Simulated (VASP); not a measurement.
These are LDA (Ceperley-Alder, Perdew-Zunger), VASP's LDA PAW potentials (set 64) (plane waves; VASP 6.6.1) values and carry that method's errors.

A VASP calculation is set up with these files.

### KPOINTS
```
Regular mesh
0
gamma
 8 8 5
0 0 0
```

INCAR:
```
SYSTEM = GaN
PREC = Accurate; ENCUT = 520; LREAL = .FALSE.
LASPH = .TRUE.
EDIFF = 1E-8; NELM = 100; ALGO = Normal
LMAXMIX = 4
ISMEAR = 0; SIGMA = 0.01
LWAVE = .FALSE.; LCHARG = .FALSE.
LEPSILON = .TRUE.
```

**POSCAR**
```
GaN
5.1435640
  0.3071072529  -0.5319253581   0.0000000000
  0.3071072529   0.5319253581   0.0000000000
  0.0000000000   0.0000000000   1.0000000421
Ga N
2 2
Cart
  0.3071072529  -0.1773088073   0.5001817333
  0.3071072529   0.1773088073   0.0001817123
  0.3071072529  -0.1773088073   0.8768183246
  0.3071072529   0.1773088073   0.3768183036
```

POTCAR, in this order: Ga_d N (LDA.64 set). Program: vasp_std.

Output

File OUTCAR:
```


 HEAD OF MICROSCOPIC STATIC DIELECTRIC TENSOR (INDEPENDENT PARTICLE, excluding Hartree and local field effects)
 ------------------------------------------------------
           5.922222     0.000000     0.000000
           0.000000     5.922221     0.000000
           0.000000     0.000000     6.041755
 ------------------------------------------------------

 MACROSCOPIC STATIC DIELECTRIC TENSOR (including local field effects in DFT)
 ------------------------------------------------------
           5.692373     0.000000     0.000000
           0.000000     5.692373     0.000000
           0.000000     0.000000     5.828083
 ------------------------------------------------------

 PIEZOELECTRIC TENSOR (including local field effects)  for field in x, y, z        (e  Angst)
          XX          YY          ZZ          XY          YZ          ZX
  --------------------------------------------------------------------------------
  x    -0.00000     0.00000     0.00000     0.00000     0.00000     1.53444
  y    -0.00000     0.00000    -0.00000    -0.00000     1.53444     0.00000
  z     1.38319     1.38319    -2.81118     0.00000     0.00000     0.00000

 PIEZOELECTRIC TENSOR (including local field effects)  for field in x, y, z        (C/m^2)
          XX          YY          ZZ          XY          YZ          ZX
  --------------------------------------------------------------------------------
  x    -0.00000     0.00000     0.00000     0.00000     0.00000     0.55296
  y    -0.00000     0.00000    -0.00000    -0.00000     0.55296     0.00000
  z     0.49846     0.49846    -1.01306     0.00000     0.00000     0.00000

 BORN EFFECTIVE CHARGES (including local field effects) (in |e|, cummulative output)
 ---------------------------------------------------------------------------------
 ion    1
    1     2.58625    -0.00000     0.00000
    2     0.00000     2.58625     0.00000
    3     0.00000     0.00000     2.71838
 ion    2
    1     2.58625     0.00000    -0.00000
    2     0.00000     2.58625     0.00000
    3     0.00000     0.00000     2.71838
 ion    3
    1    -2.58625     0.00000     0.00000
    2     0.00000    -2.58625     0.00000
    3     0.00000     0.00000    -2.71838
 ion    4
    1    -2.58625     0.00000    -0.00000
    2     0.00000    -2.58625     0.00000
    3    -0.00000    -0.00000    -2.71838
```
(Selected blocks of OUTCAR.)

### OUTCAR
```
 val. band max:        5.3732424955   @ k =   0.0000   0.0000   0.0000

 cond. band min:       7.4848808486   @ k =   0.0000   0.0000   0.0000


 Fermi energy:         5.4219085812

 k-point     1 :       0.0000    0.0000    0.0000
  band No.  band energies     occupation
      1     -10.7155      2.00000
      2      -9.7538      2.00000
      3      -8.2044      2.00000
      4      -8.1877      2.00000
      5      -8.1877      2.00000
      6      -8.1216      2.00000
      7      -8.1216      2.00000
      8      -7.9143      2.00000
      9      -7.9143      2.00000
     10      -7.8072      2.00000
     11      -7.8072      2.00000
     12      -6.4406      2.00000
     13      -1.9418      2.00000
     14       4.2926      2.00000
     15       4.2926      2.00000
     16       5.3287      2.00000
     17       5.3732      2.00000
     18       5.3732      2.00000
     19       7.4849      0.00000
     20       9.7059      0.00000
     21      14.5706      0.00000
     22      15.2324      0.00000

 k-point     2 :       0.1250    0.0000    0.0000
  band No.  band energies     occupation
      1     -10.5552      2.00000
      2      -9.7150      2.00000
      3      -8.1866      2.00000
      4      -8.1646      2.00000
      5      -8.1394      2.00000
      6      -8.1012      2.00000
      7      -8.0892      2.00000
      8      -7.9286      2.00000
      9      -7.9153      2.00000
     10      -7.8345      2.00000
     11      -7.8034      2.00000
     12      -6.3232      2.00000
     13      -1.7122      2.00000
     14       3.2063      2.00000
     15       3.9683      2.00000
     16       4.2371      2.00000
     17       5.1647      2.00000
     18       5.2280      2.00000
     19       8.4858      0.00000
     20      10.5673      0.00000
     21      13.9679      0.00000
     22      14.4835      0.00000

 k-point     3 :       0.2500    0.0000    0.0000
  band No.  band energies     occupation
      1     -10.1800      2.00000
...
```

The dielectric response may not be converged in the k-mesh; for small gaps it tends to come out too large.

The compound is GaN in the wurtzite structure. It was relaxed first.
